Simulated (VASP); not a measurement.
Consider the following.

```
CELL_PARAMETERS angstrom
      0.00000     2.39846     2.39846
      2.39846     0.00000     2.39846
      2.39846     2.39846     0.00000
ATOMIC_POSITIONS crystal
  Be 0.00000 0.00000 0.00000
  S  0.25000 0.25000 0.25000
```

Method: LDA (Ceperley-Alder, Perdew-Zunger), VASP's LDA PAW potentials (set 64) (plane waves; VASP). Numerical set-up: 520 eV cut-off, 11×11×11 Γ-centred mesh, tetrahedra with Blöchl corrections, potentials Be S.

Problem. Estimate the energy per atom (σ→0).

Solution. 
- energy per atom (σ→0): -537.5 kJ/mol-atom

The absolute energy has meaning only against runs of the same code, potentials and settings.

The compound is BeS in the zinc blende structure. It was relaxed first.
